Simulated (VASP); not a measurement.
Calculation: PBE GGA, VASP's PBE PAW potentials (set 64) (plane waves; VASP).

VASP input:

### KPOINTS
```
K-points
0
gamma
 11 11 11
```

### INCAR
```
SYSTEM = FeAl
PREC = Accurate
ENCUT = 520
EDIFF = 1E-6
NELM = 100
ALGO = Normal
LREAL = .FALSE.
LASPH = .TRUE.
ISMEAR = 1
SIGMA = 0.1
GGA = PE
LMAXMIX = 4
LWAVE = .FALSE.
LCHARG = .FALSE.
IBRION = 2
ISIF = 3
NSW = 60
EDIFFG = -0.01
```

**POSCAR**
```
FeAl
1
    2.9100000000     0.0000000000     0.0000000000
    0.0000000000     2.9100000000     0.0000000000
    0.0000000000     0.0000000000     2.9100000000
Al Fe
1 1
Direct
  0.5000000000   0.5000000000   0.5000000000
  0.0000000000   0.0000000000   0.0000000000
```

POTCAR, in this order: Al Fe (PBE.64 set). Program: vasp_std.

Output

### OUTCAR
```
 ion  position               nearest neighbor table
   1  0.500  0.500  0.500-   2 2.52   2 2.52   2 2.52   2 2.52   2 2.52   2 2.52   2 2.52   2 2.52
  LATTYP: Found a simple cubic cell.
 ALAT       =     2.9100000000
 Subroutine PRICEL returns:
 Original cell was already a primitive cell.
 Subroutine GETGRP returns: Found 48 space group operations
The static configuration has the point symmetry O_h .
The dynamic configuration has the point symmetry O_h .
 Subroutine INISYM returns: Found 48 space group operations
 Subroutine IBZKPT returns following result:
 Found     56 irreducible k-points:

 Following reciprocal coordinates:
            Coordinates               Weight
  0.000000  0.000000  0.000000      1.000000
  0.090909  0.000000  0.000000      6.000000
  0.181818  0.000000  0.000000      6.000000
  0.272727  0.000000  0.000000      6.000000
  0.363636  0.000000  0.000000      6.000000
  0.454545  0.000000  0.000000      6.000000
  0.090909  0.090909  0.000000     12.000000
  0.181818  0.090909  0.000000     24.000000
  0.272727  0.090909  0.000000     24.000000
  0.363636  0.090909  0.000000     24.000000
  0.454545  0.090909  0.000000     24.000000
  0.181818  0.181818  0.000000     12.000000
  0.272727  0.181818  0.000000     24.000000
  0.363636  0.181818  0.000000     24.000000
  0.454545  0.181818  0.000000     24.000000
  0.272727  0.272727  0.000000     12.000000
  0.363636  0.272727  0.000000     24.000000
  0.454545  0.272727  0.000000     24.000000
  0.363636  0.363636  0.000000     12.000000
  0.454545  0.363636  0.000000     24.000000
  0.454545  0.454545  0.000000     12.000000
  0.090909  0.090909  0.090909      8.000000
  0.181818  0.090909  0.090909     24.000000
  0.272727  0.090909  0.090909     24.000000
  0.363636  0.090909  0.090909     24.000000
...
```

**OSZICAR**
```
       N       E                     dE             d eps       ncg     rms          rms(c)
DAV:   1     0.316444936065E+02    0.31644E+02   -0.49420E+03  1008   0.121E+03
DAV:   2    -0.133092164260E+02   -0.44954E+02   -0.43151E+02  1017   0.177E+02
DAV:   3    -0.145300351040E+02   -0.12208E+01   -0.11932E+01  1162   0.396E+01
DAV:   4    -0.145566117723E+02   -0.26577E-01   -0.26554E-01  1263   0.529E+00
DAV:   5    -0.145572917988E+02   -0.68003E-03   -0.67999E-03  1253   0.776E-01    0.135E+01
DAV:   6    -0.169486886340E+02   -0.23914E+01   -0.79324E+01  1148   0.137E+02    0.195E+01
DAV:   7    -0.126288336523E+02    0.43199E+01   -0.40414E+01  1129   0.856E+01    0.254E+00
DAV:   8    -0.126011137973E+02    0.27720E-01   -0.22422E-01  1121   0.568E+00    0.151E+00
DAV:   9    -0.125861878346E+02    0.14926E-01   -0.46490E-02  1193   0.329E+00    0.385E-01
DAV:  10    -0.125857159491E+02    0.47189E-03   -0.90709E-04  1238   0.378E-01    0.149E-01
DAV:  11    -0.125857035316E+02    0.12417E-04   -0.20548E-05  1183   0.504E-02    0.173E-02
DAV:  12    -0.125857025441E+02    0.98756E-06   -0.35752E-06  1058   0.219E-02
   1 F= -.12585703E+02 E0= -.12585741E+02  d E =-.125857E+02
       N       E                     dE             d eps       ncg     rms          rms(c)
DAV:   1    -0.134374209120E+02   -0.85172E+00   -0.15208E+01  1055   0.750E+01    0.864E+00
DAV:   2    -0.141483400116E+02   -0.71092E+00   -0.29957E+01  1138   0.875E+01    0.106E+01
DAV:   3    -0.126105139774E+02    0.15378E+01   -0.13482E+01  1115   0.549E+01    0.144E+00
DAV:   4    -0.125977003535E+02    0.12814E-01   -0.77228E-02  1107   0.320E+00    0.789E-01
DAV:   5    -0.125920784575E+02    0.56219E-02   -0.15651E-02  1409   0.157E+00    0.183E-01
DAV:   6    -0.125920074226E+02    0.71035E-04   -0.46873E-04  1111   0.335E-01    0.595E-02
DAV:   7    -0.125920148789E+02   -0.74563E-05   -0.10710E-05  1234   0.393E-02    0.655E-03
DAV:   8    -0.125920143429E+02    0.53602E-06   -0.39834E-07   571   0.899E-03
   2 F= -.12592014E+02 E0= -.12592094E+02  d E =-.631180E-02
       N       E                     dE             d eps       ncg     rms          rms(c)
DAV:   1    -0.127872907666E+02   -0.19528E+00   -0.32526E+00  1050   0.354E+01    0.386E+00
DAV:   2    -0.129804579556E+02   -0.19317E+00   -0.71615E+00  1238   0.415E+01    0.498E+00
DAV:   3    -0.126124096723E+02    0.36805E+00   -0.25831E+00  1205   0.257E+01    0.508E-01
DAV:   4    -0.126102091955E+02    0.22005E-02   -0.77515E-03  1037   0.869E-01    0.258E-01
DAV:   5    -0.126095066054E+02    0.70259E-03   -0.17453E-03  1419   0.457E-01    0.356E-02
DAV:   6    -0.126095185720E+02   -0.11967E-04   -0.25382E-05  1064   0.568E-02    0.140E-02
DAV:   7    -0.126095179802E+02    0.59173E-06   -0.44786E-06   783   0.325E-02
   3 F= -.12609518E+02 E0= -.12609588E+02  d E =-.238154E-01
```

**OUTCAR**
```
------------------------ aborting loop because EDIFF is reached ----------------------------------------
  FORCE on cell =-STRESS in cart. coord.  units (eV):
  Direction    XX          YY          ZZ          XY          YZ          ZX
  --------------------------------------------------------------------------------------
  Total        0.0045256      0.0045256      0.0045256     -0.0000000     -0.0000000      0.0000000
  in kB        0.3071812      0.3071812      0.3071812     -0.0000000     -0.0000000      0.0000000
  external PRESSURE =       0.3071812 kB  Pullay stress =       0.0000000 kB
  volume of cell :       23.60
      direct lattice vectors                 reciprocal lattice vectors
     2.868551595 -0.000000000  0.000000000     0.348607988  0.000000000  0.000000000
    -0.000000000  2.868551595 -0.000000000     0.000000000  0.348607988  0.000000000
    -0.000000000 -0.000000000  2.868551595    -0.000000000  0.000000000  0.348607988
 POSITION                                       TOTAL-FORCE (eV/Angst)
 -----------------------------------------------------------------------------------
      1.43428      1.43428      1.43428        -0.000000      0.000000      0.000000
      0.00000      0.00000      0.00000         0.000000     -0.000000     -0.000000
 -----------------------------------------------------------------------------------
    total drift:                               -0.000000      0.000000      0.000000
  FREE ENERGIE OF THE ION-ELECTRON SYSTEM (eV)
  ---------------------------------------------------
  free  energy   TOTEN  =       -12.6095179802 eV

  energy  without entropy=      -12.6097266683  energy(sigma->0) =      -12.60958754

 reached required accuracy - stopping structural energy minimisation
```
(Selected blocks of OUTCAR.)

File CONTCAR:
```
FeAl
   1.00000000000000
     2.8685515948797904   -0.0000000000000000    0.0000000000000000
    -0.0000000000000000    2.8685515948797904   -0.0000000000000000
    -0.0000000000000000   -0.0000000000000000    2.8685515948797904
  Al              Fe
     1     1
Direct
     0.5000000000000000    0.5000000000000000    0.5000000000000000
     0.0000000000000000    0.0000000000000000    0.0000000000000000
```

Energy and stress use the plane-wave basis of the starting cell.

The compound is FeAl in the CsCl type structure. This run relaxes it. Symmetry was kept, so distortions that lower it aren't found. The run is not spin-polarised, so no magnetic state was tried. The electron count is odd and the run is not spin-polarised, which forces a metal.
